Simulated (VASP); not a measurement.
VASP input:

### POSCAR
```
SiC
1
    0.0000000000     2.1354977170     2.1354977170
    2.1354977170     0.0000000000     2.1354977170
    2.1354977170     2.1354977170     0.0000000000
Si C
1 1
Direct
  0.0000000000   0.0000000000   0.0000000000
  0.2500000000   0.2500000000   0.2500000000
```

File KPOINTS:
```
Automatic mesh
0
Gamma
10 10 10
0 0 0
```

**INCAR**
```
# general
SYSTEM = SiC
PREC   = Accurate
ENCUT  = 520
LREAL  = .False.   # projection in real space or not
LASPH  = .True.

# electronic loop
EDIFF  = 1E-7   # SCF stop (eV)
NELM   = 100
ALGO   = Normal

# smearing
ISMEAR = 0
SIGMA  = 0.05   # width (eV)

# functional
GGA    = PS

# ions
ISIF   = 2   # forces and stress, cell fixed

# output
LWAVE  = .False.
LCHARG = .False.
```

POTCAR, in this order: Si C (PBE.64 set). Program: vasp_std.

Task: Write an equivalent input for Quantum ESPRESSO's pw.x.

Result: One equivalent input (not run):
```
&CONTROL
  calculation = 'scf'
  pseudo_dir = './pseudo'
  outdir = './out'
  tprnfor = .true.
  tstress = .true.
/
&SYSTEM
  ibrav = 0
  nat = 2
  ntyp = 2
  ecutwfc = 82
  occupations = 'smearing'
  smearing = 'gaussian'
  degauss = 0.003675
  input_dft = 'pbesol'
/
&ELECTRONS
  conv_thr = 7.3e-09
  electron_maxstep = 100
/
ATOMIC_SPECIES
  Si 28.085 Si.upf
  C 12.011 C.upf
CELL_PARAMETERS angstrom
     0.0000000    2.1354977    2.1354977
     2.1354977    0.0000000    2.1354977
     2.1354977    2.1354977    0.0000000
ATOMIC_POSITIONS crystal
  Si   0.0000000  0.0000000  0.0000000
  C    0.2500000  0.2500000  0.2500000
K_POINTS automatic
  10 10 10 0 0 0
```
What does not carry over: the potentials are each code's own (VASP's PAW set, PseudoDojo norm-conserving files in pw.x), so ENCUT and ecutwfc are chosen apart and not converted; conv_thr bounds pw.x's estimated SCF error, while EDIFF bounds the energy change between steps.

The compound is SiC in the zinc blende structure. This cell is one point of a volume scan, at 0.94 of the reference volume.
